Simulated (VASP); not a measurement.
# Ti2TeAs2 in VASP: a series of runs, part 2 of 2

VASP 6.6.1. The steps go on from the part before.

### Step 3. Relaxation of cell and atoms, PBE

This run uses another cell than the first one, of 22.82 Å³/atom, 1.083 times its volume.

Contents of INCAR:

```
SYSTEM = Ti2TeAs2
ALGO = Fast
EDIFF = 1E-4
EDIFFG = -0.08
ENCUT = 520
GGA = PE
IBRION = 2
ISIF = 3
ISMEAR = 0
LASPH = .TRUE.
LCHARG = .FALSE.
LREAL = .FALSE.
LWAVE = .FALSE.
NELM = 60
NSW = 24
PREC = Normal
SIGMA = 0.15
```

Contents of KPOINTS:

```
k-points
0
G
  4 4 2
  0 0 0
```

Contents of POSCAR:

```
Ti2TeAs2
1.0
    4.3232093800      0.0000000000      0.0000000000
   -2.1616046900      3.7440091500      0.0000000000
    0.0000000000      0.0000000000      7.0478555000
Ti Te As
2 1 2
Direct
    0.6666666700      0.3333333300      0.6341530100
    0.3333333300      0.6666666700      0.9942739000
    0.0000000000      0.0000000000      0.3614166700
    0.0000000000      0.0000000000      0.7667080200
    0.6666666700      0.3333333300      0.2434484100
```

Potentials or basis: VASP PAW PBE potentials, release 64 (Ti_sv, Te, As).

Launch:

```console
$ cat potpaw_PBE.64/Ti_sv/POTCAR potpaw_PBE.64/Te/POTCAR potpaw_PBE.64/As/POTCAR > POTCAR
$ mpirun -np 1 vasp_std > vasp.out
```

OUTCAR:

```text
SYSTEM = Ti2TeAs2
   EDIFF = 1E-4
   EDIFFG = -0.08
   ENCUT = 520
   GGA = PE
   IBRION = 2
   ISIF = 3
   ISMEAR = 0
   LASPH = .TRUE.
   LREAL = .FALSE.
   NELM = 60
   NSW = 24
   PREC = Normal

 ion  position               nearest neighbor table
   1  0.667  0.333  0.634-   4 2.67   4 2.67   4 2.67   5 2.75   3 3.15   3 3.15   3 3.15
   2  0.333  0.667  0.994-
   3  0.000  0.000  0.361-   5 2.63   5 2.63   5 2.63   4 2.86   1 3.15   1 3.15   1 3.15
   4  0.000  0.000  0.767-   1 2.67   1 2.67   1 2.67   3 2.86
   5  0.667  0.333  0.243-   3 2.63   3 2.63   3 2.63   1 2.75

  LATTYP: Found a hexagonal cell.
 ALAT       =     4.3232093800
 C/A-ratio  =     1.6302369098

  Lattice vectors:

 A1 = (   4.3232093800,   0.0000000000,   0.0000000000)
 A2 = (  -2.1616046900,   3.7440091500,   0.0000000000)
 A3 = (   0.0000000000,   0.0000000000,   7.0478555000)

Analysis of symmetry for initial positions (statically):
=====================================================================
 Subroutine PRICEL returns:
 Original cell was already a primitive cell.

 Routine SETGRP: Setting up the symmetry group for a
[... 161 lines left out ...]

------------------------ aborting loop because EDIFF is reached ----------------------------------------

  FORCE on cell =-STRESS in cart. coord.  units (eV):
  Direction    XX          YY          ZZ          XY          YZ          ZX
  --------------------------------------------------------------------------------------
  -------------------------------------------------------------------------------------
  Total       -0.9834141     -0.9834141     -2.3615854      0.0000000     -0.0000000      0.0000000
  in kB      -13.8116915    -13.8116915    -33.1676025      0.0000000     -0.0000000      0.0000000
  external PRESSURE =     -20.2636618 kB  Pullay stress =       0.0000000 kB
[... 98 lines left out ...]
  FREE ENERGIE OF THE ION-ELECTRON SYSTEM (eV)
  ---------------------------------------------------
  free  energy   TOTEN  =       -28.7716351530 eV

  energy  without entropy=      -28.7228470148  energy(sigma->0) =      -28.74724108

[... ionic steps 4 to 21 ...]

--------------------------------------- Ionic step       22  -------------------------------------------

 number of electron      39.9999996 magnetization

------------------------ aborting loop because EDIFF is reached ----------------------------------------
[... 73 lines left out ...]
--------------------------------------- Ionic step       24  -------------------------------------------

 number of electron      39.9999989 magnetization

 Free energy of the ion-electron system (eV)
  ---------------------------------------------------
  ext. energy  EPLUGINS =         0.00000000
  ---------------------------------------------------
  free energy    TOTEN  =       -30.99533594 eV

  energy without entropy =      -30.96604273  energy(sigma->0) =      -30.98068934

 E-fermi :   6.0201     XC(G=0): -10.1457

 val. band max:        5.9341053625   @ k =   0.0000   0.0000   0.5000
 cond. band min:       6.0888580204   @ k =   0.5000   0.0000   0.0000
 fundamental gap:      0.1547526580
 Fermi energy:         6.0200983117

 k-point     1 :       0.0000    0.0000    0.0000
  band No.  band energies     occupation
      1     -51.1572      2.00000
      2     -51.0917      2.00000
      3     -27.4382      2.00000
      4     -27.4382      2.00000
      5     -27.4149      2.00000
      6     -27.3752      2.00000
[... 237 lines left out ...]
  FREE ENERGIE OF THE ION-ELECTRON SYSTEM (eV)
  ---------------------------------------------------
  free  energy   TOTEN  =       -30.9953359439 eV

  energy  without entropy=      -30.9660427278  energy(sigma->0) =      -30.98068934

 reached required accuracy - stopping structural energy minimisation
```

OSZICAR:

```text
N       E                     dE             d eps       ncg     rms          rms(c)
DAV:   1     0.405137855432E+03    0.40514E+03   -0.19522E+04   384   0.168E+03
DAV:   2     0.249880825883E+02   -0.38015E+03   -0.37741E+03   384   0.469E+02
DAV:   3    -0.269300799425E+02   -0.51918E+02   -0.51778E+02   672   0.140E+02
DAV:   4    -0.313833044318E+02   -0.44532E+01   -0.44342E+01   600   0.368E+01
[... 479 lines left out ...]
       N       E                     dE             d eps       ncg     rms          rms(c)
DAV:   1    -0.309940818511E+02    0.74034E-03   -0.11546E-01   504   0.564E+00    0.119E-01
RMM:   2    -0.309951633457E+02   -0.10815E-02   -0.12639E-02   475   0.932E-01    0.544E-02
RMM:   3    -0.309953093179E+02   -0.14597E-03   -0.18043E-03   482   0.375E-01    0.335E-02
RMM:   4    -0.309953359439E+02   -0.26626E-04   -0.41340E-04   321   0.165E-01
  24 F= -.30995336E+02 E0= -.30980689E+02  d E =-.503972E-03
```

CONTCAR:

```text
Ti2TeAs2
   1.00000000000000
     3.6978509244032707    0.0000000000000000    0.0000000000000000
    -1.8489254622016353    3.2024328405622473   -0.0000000000000001
     0.0000000000000000   -0.0000000000000002    9.3787285964558968
  Ti              Te              As
     2     1     2
Direct
     0.6666666699999979    0.3333333300000021    0.6505549624755568
     0.3333333300000021    0.6666666699999979    0.9709210530077820
     0.0000000000000000    0.0000000000000000    0.4548935783804571
     0.0000000000000000    0.0000000000000000    0.8059884900629612
     0.6666666699999979    0.3333333300000021    0.1176419260732436

  0.00000000E+00  0.00000000E+00  0.00000000E+00
  0.00000000E+00  0.00000000E+00  0.00000000E+00
  0.00000000E+00  0.00000000E+00  0.00000000E+00
  0.00000000E+00  0.00000000E+00  0.00000000E+00
  0.00000000E+00  0.00000000E+00  0.00000000E+00
```

Wall time 8.7 min (1 thread of AMD EPYC 7R13 (Zen 3), shared host); peak memory 0.15 GiB.

Results:

```yaml
Free_energy: -30.9953 eV
Relaxed_volume: 22.21 Å³/atom
Relaxed_cell: a = 3.698 Å, b = 3.698 Å, c = 9.379 Å, α = 90.00°, β = 90.00°, γ = 120.00°
Space_group_after_relaxing_to_0.05_Å: P3m1 (No. 156)
Energy_gained_by_relaxing: 777.8 meV/atom
Ionic_steps: 24
Pressure_after_relaxing: -0.3 GPa
Largest_force_after_relaxing: 0.037 eV/Å
Band_gap_on_the_k_mesh: none (metal or under the smearing width)
```

Forces in eV/Å, atoms in the order of the input:
```
Ti   0.000  0.000 -0.019
Ti   0.000  0.000 -0.009
Te   0.000  0.000 -0.015
As   0.000  0.000  0.005
As   0.000  0.000  0.037
```

Step by step:
```csv
step,energy change (eV),largest force (eV/Å),pressure (GPa),volume (Å³)
1,0.0000,2.9386,-2.03,114.08
2,-0.7675,2.7278,-1.77,109.37
3,-1.6651,0.8062,7.56,95.96
4,-1.7344,1.1164,5.30,98.91
5,-2.1524,0.3229,1.75,101.74
6,-2.3433,0.7358,0.68,104.49
7,-2.3448,2.1161,1.22,109.81
8,-2.4223,1.4232,0.40,107.05
9,-2.7581,1.5119,0.03,108.23
10,-3.4821,1.3310,-1.39,110.49
11,-2.4874,3.5772,7.04,109.84
12,-3.5743,1.3933,-0.19,110.97
13,-3.5883,1.2678,-0.98,110.90
14,-3.8051,1.0989,1.12,108.74
15,-3.8201,1.0490,1.86,108.09
16,-3.8567,0.4162,-1.64,113.89
17,-3.8817,0.2787,-0.83,111.56
18,-3.8820,0.3134,-0.87,111.46
19,-3.8790,0.4116,0.96,109.58
20,-3.8870,0.1147,0.23,110.66
21,-3.8882,0.0844,0.03,111.04
22,-3.8883,0.0886,-0.09,111.06
23,-3.8883,0.0914,-0.01,111.05
24,-3.8888,0.0373,-0.28,111.06
```

Final structure:
```yaml
crystal:
  lattice:
    - [3.69785, 0.00000, 0.00000]
    - [-1.84893, 3.20243, 0.00000]
    - [0.00000, 0.00000, 9.37873]
  atoms:
    - { symbol: Ti, position: [0.66667, 0.33333, 0.65055] }
    - { symbol: Ti, position: [0.33333, 0.66667, 0.97092] }
    - { symbol: Te, position: [0.00000, 0.00000, 0.45489] }
    - { symbol: As, position: [0.00000, 0.00000, 0.80599] }
    - { symbol: As, position: [0.66667, 0.33333, 0.11764] }
```

Caveat: the k mesh is coarse (spacing up to 0.45 Å⁻¹), so the values aren't converged; this functional lacks dispersion, which binds the layers, so the pressure and a relaxed spacing across them are unreliable; the relaxation stopped at a loose force limit of 0.08 eV/Å, so its end isn't a converged minimum.
